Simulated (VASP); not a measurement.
# Pressure and energy of bcc tungsten within 6% of its equilibrium volume, PBE

I calculate the pressure and the energy of body-centred cubic tungsten at seven volumes, from about 6% below the equilibrium volume to 6% above it. My question is how stiffly the metal answers an even change of volume, and how far that answer departs from a simple spring. This matters for tungsten contacts and wiring in chips, where a small misfit in lattice parameter goes with a large stress, and for any calculation run at a volume that is slightly wrong. Volume changes are counted from the minimum of the fitted energy curve. Positive pressure means that the cell is compressed, negative pressure that it is held stretched, and the energy is counted from the lowest of the seven points.

## Set-up

A cell from a diffraction database, relaxed at this level and then scaled evenly, fractional positions kept. VASP 6.6.1, plane waves with PAW, PBE, cutoff 400 eV, k mesh 9×9×9, no spin polarisation, no spin-orbit coupling, static lattice. A Birch-Murnaghan fit to the energies has its minimum at 15.94 Å³ per atom.

Notes on method and selection:

- The pressure is that of a finite plane-wave basis, so it need not vanish exactly at the minimum of the energy.
- Only series whose fit has its minimum inside the range and an error under 0.5 meV per atom are shown.
- Where rows or columns differ in functional or spin-orbit coupling, non-spherical gradient terms in the PAW spheres (LASPH) may be on in some and off in others.
- Runs that did not converge, have known faults or may not be shown are not listed, and runs on Ansatz's PAW sets soft_1 and soft_2 are kept to separate tables.

Columns:

- volume change (%): volume relative to the fitted equilibrium volume.
- pressure (GPa): pressure from the stress tensor (positive: compressed).
- energy (meV/atom): energy per atom above the lowest point of the series.

Input lines of one member:

```
PREC = Accurate
ENCUT = 400
EDIFF = 1E-06
NELM = 100
ISMEAR = 1
SIGMA = 0.2
LREAL = .FALSE.
ALGO = Normal
GGA = PE
NBANDS = 9
LORBIT = 11
KPAR = 2
ISIF = 2
```

Command (options for logging and memory left out): `mpirun -np 2 vasp_std`

## Table of results

```
member    volume change (%)  pressure (GPa)  energy (meV/atom)
14.98 Å³  −6.01              22.28           63.3
15.30 Å³  −4.01              14.05           27.0
15.62 Å³  −2.01              6.64            6.5
15.94 Å³  −0.01              0.01            0.0
16.26 Å³  1.99               −5.91           6.0
16.57 Å³  3.99               −11.21          23.0
16.89 Å³  5.99               −15.98          50.0
```

Least-squares fits to the whole series, with x = volume change (%); R² and errors in the fitted variable (y, or ln y where the fit is in ln y):

```
y                  members  fit                                  R²    rms residual  leave-one-out rms  the same for the mean of the others
pressure (GPa)     7        y = −0.01413 − 3.174 x + 0.08711 x²  1.00  0.070         0.19               15
energy (meV/atom)  7        y = −0.08468 − 0.8328 x + 1.574 x²   1.00  1.4           3.6                26
```

## Why the values move as they do

The pressure falls at every step as the cell grows, from 22.28 GPa at the smallest volume to −15.98 GPa at the largest. Around equilibrium the slope is (6.64 + 5.91) / (1.99 + 2.01) = 3.14 GPa per percent of volume. With $B = -V\,dP/dV$ this is a bulk modulus of about 100 × 3.14 = 314 GPa, which marks a very stiff metal.

The slope is not constant. The first step, from 14.98 to 15.30 Å³, lowers the pressure by 22.28 − 14.05 = 8.23 GPa, and the last by 15.98 − 11.21 = 4.77 GPa, for the same 2% of volume. Tungsten therefore stiffens when squeezed and softens when stretched. A constant slope would give 3.14 × 6.01 = 18.9 GPa at the smallest volume, which is 22.28 − 18.9 = 3.4 GPa too little.

The energy follows from the same stiffness. To lowest order it is $E = B V_0 x^2/2$, with $x$ the fractional volume change and 1 eV/Å³ = 160.2 GPa. For a 6% change this gives 314 × 15.94 × 0.06² / (2 × 160.2) = 0.056 eV, or 56 meV per atom. The two end rows lie on either side of that value, at 63.3 meV under compression and 50.0 meV under stretching. The ratio of the compressed to the stretched energy grows with the size of the change: 6.5 / 6.0 = 1.08 at 2%, 27.0 / 23.0 = 1.17 at 4% and 63.3 / 50.0 = 1.27 at 6%.

The usual theory of transition metals accounts for both features. Bonding by the d electrons pulls the atoms together, while the kinetic energy of the valence electrons and their overlap with the inner shells push them apart. The repulsion changes faster with distance than the bonding does, so compression costs more than an equal expansion. Tungsten is stiff because its d band is about half full: the bonding states are occupied and most of the antibonding ones are empty.

## Where the trend breaks

No volume stands apart from a smooth curve, but the quadratic fit to the energy misses in a regular pattern. It is too low by about 1.5 meV at 14.98 Å³, too high by about as much at 15.30 and 15.62 Å³, and the signs are reversed on the stretched side. That is the mark of a missing cubic term. The parabola also puts its minimum at 0.8328 / (2 × 1.574) = 0.26% above the equilibrium volume of the Birch-Murnaghan fit.

I get the missing term from the two end rows. With $x$ close to 6 in size, $x^2$ is 36 and the size of $x^3$ is 6 × 6 × 6 = 216. The mean of the two energies gives the square term, (63.3 + 50.0) / (2 × 36) = 1.57, and half their difference gives the cubic one, (63.3 − 50.0) / (2 × 216) = 0.031, so $E = 1.57x^2 - 0.031x^3$, with $x$ in percent and $E$ in meV per atom. Over all seven rows the typical miss is 0.17 meV and the largest 0.33 meV, at 16.89 Å³. The quadratic fit has a typical miss of 1.4 meV, and the mean of the other rows misses by 26 meV. The pressure fit shows the same pattern of signs, with misses below 0.1 GPa.

## Using the table

**Which volume gives a pressure of 10 GPa?**

The target lies between 15.62 Å³ (6.64 GPa) and 15.30 Å³ (14.05 GPa). The fraction of the step is (10 − 6.64) / (14.05 − 6.64) = 0.453. The volume change is then −2.01 − 0.453 × 2.00 = −2.92%, which is 15.94 × (1 − 2.92 / 100) = 15.5 Å³ per atom. The cube edge is shorter by about a third of that percentage, close to 1%. The pressure depends somewhat on the k mesh, as the last question in this section shows, so the answer is best read as a compression of about 3%.

**What does an error of 0.5% in the lattice parameter do?**

The volume is wrong by about 3 × 0.5 = 1.5%. The pressure is then wrong by about 1.5 × 3.14 = 4.7 GPa, while the energy rises by only 1.57 × 1.5² = 3.5 meV per atom. A cell that looks harmless by its energy can still carry a large stress.

**Is the stress tensor at this cutoff consistent with the energies?**

The work done between −2.01% and −6.01% should equal the energy difference. Simpson's rule gives a mean pressure of (22.28 + 4 × 14.05 + 6.64) / 6 = 14.19 GPa. The volume changes by (6.01 − 2.01) / 100 × 15.94 = 0.638 Å³, so the work is 1000 × 14.19 × 0.638 / 160.2 = 56.5 meV per atom. The energies give 63.3 − 6.5 = 56.8 meV. The two agree to about 0.5%, so on the compressed side the finite basis adds little false stress. This does not test the k mesh, which energies and pressures share. Two runs at the relaxed volume used denser meshes, one with a higher cutoff as well, the other with tetrahedron integration in place of smearing. Both give a pressure above the tabulated 0.01 GPa, by more than the misses of the pressure fit. The zero of pressure is therefore less certain than the decimals in the table suggest.

## What to take away

Near equilibrium the pressure falls by 3.14 GPa for each percent of added volume. Towards the ends of the range, at 6% either way, the curvature has to be included. The slope at equilibrium is firmer than the zero of pressure: elastic constants calculated on a much denser mesh give almost the same bulk modulus, while the pressure at the relaxed volume shifts with the mesh. These numbers hold for even scaling only. A film strained in its plane and free to relax along its normal follows a different stress–strain relation.

The lattice is static. Zero-point and thermal motion push outwards, so including them would raise the pressure at a given volume and enlarge the equilibrium cell; for so heavy an atom the zero-point part is small. PBE tends to make heavy transition metals slightly too large, which makes the pressure at a given absolute volume too high. Counting volume from the calculated equilibrium, as I do here, removes much of that error. The PAW set treats only the 5d and 6s electrons as valence and keeps the 5p shell in the frozen core. That too can shift the equilibrium volume, and the table has no series with 5p as valence to show by how much, so 15.94 Å³ should not be taken as the exact PBE value.

Spin-orbit coupling is also left out, and the table cannot show what it does to the curve. A single run with the coupling, at the relaxed volume but on a coarser k mesh, gives a clearly positive pressure where the table has one near zero. The difference is smaller than the effect of 1% in volume, but far larger than the misses of the pressure fit. Mesh and coupling change together in that run, so I cannot say how much is due to either, and one volume tells nothing about the slope.

[Logs are printed without paths, hosts, clocks, repeated set-up lines and the standing remarks that a program may print on its own settings, such as how far it seeks lower states.]
